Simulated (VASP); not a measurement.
The input files of a VASP run:

KPOINTS:
```
Automatic mesh
0
G
12 12 3
```

POSCAR:
```
WS2
1
    1.4535738934    -2.5176635845    -0.0000000000
    1.4535738934     2.5176635845     0.0000000000
    0.0000000000    -0.0000000000    10.5531250072
W S
2 4
Direct
  0.3333330000   0.6666670000   0.2500000000
  0.6666670000   0.3333330000   0.7500000000
  0.3333330000   0.6666670000   0.9006146976
  0.6666670000   0.3333330000   0.4006146976
  0.6666670000   0.3333330000   0.0993853024
  0.3333330000   0.6666670000   0.5993853024
```

### INCAR
```
# general
SYSTEM  = WS2
PREC    = Accurate
ENCUT   = 500
LREAL   = .FALSE.
LASPH   = .TRUE.

# electronic loop
EDIFF   = 1E-6
NELM    = 100
ALGO    = Normal
LMAXMIX = 6

# smearing
ISMEAR  = 1
SIGMA   = 0.1

# ions
IBRION  = 2
NSW     = 40
ISIF    = 3
EDIFFG  = -0.02
PSTRESS = 450

# output
LWAVE   = .FALSE.
LCHARG  = .FALSE.
```

POTCAR, in this order: W_sv S (LDA.64 set). Program: vasp_std.

Problem. Write an equivalent input for Ansatz.

Solution. One equivalent input (not run):
Ansatz 0.2 input:
```yaml
crystal:
  lattice:
    - [1.4535739, -2.5176636, 0.0000000]
    - [1.4535739, 2.5176636, 0.0000000]
    - [0.0000000, 0.0000000, 10.5531250]
  atoms:
    - { symbol: W, position: [0.3333330, 0.6666670, 0.2500000] }
    - { symbol: W, position: [0.6666670, 0.3333330, 0.7500000] }
    - { symbol: S, position: [0.3333330, 0.6666670, 0.9006147] }
    - { symbol: S, position: [0.6666670, 0.3333330, 0.4006147] }
    - { symbol: S, position: [0.6666670, 0.3333330, 0.0993853] }
    - { symbol: S, position: [0.3333330, 0.6666670, 0.5993853] }
kpoints:
  mp_grid: { grid: [12, 12, 3] }
hamiltonian:
  xc: lda
  pseudopotentials: { kind: paw }
scf:
  occupations: { method: methfessel_paxton, width: 0.1 }
  max_iter: 100
relax:
  max_steps: 40
  f_tol: 0.02
  cell: { p_target: 45 }
output: { forces: true, stress: true, eigenvalues: true }
```
What does not carry over: each code has its own PAW files, so the cut-off isn't converted (ENCUT is set for VASP's; basis.ecutwfc is left out, and Ansatz then takes the one that its files recommend); Ansatz stops its SCF on the density residual and VASP on the energy change (EDIFF); Ansatz's lda is the Perdew-Wang form, while the LDA potentials of VASP carry Perdew-Zunger's.

The compound is WS2 in the 2H layered structure. It was relaxed first under an external pressure of 45 GPa.
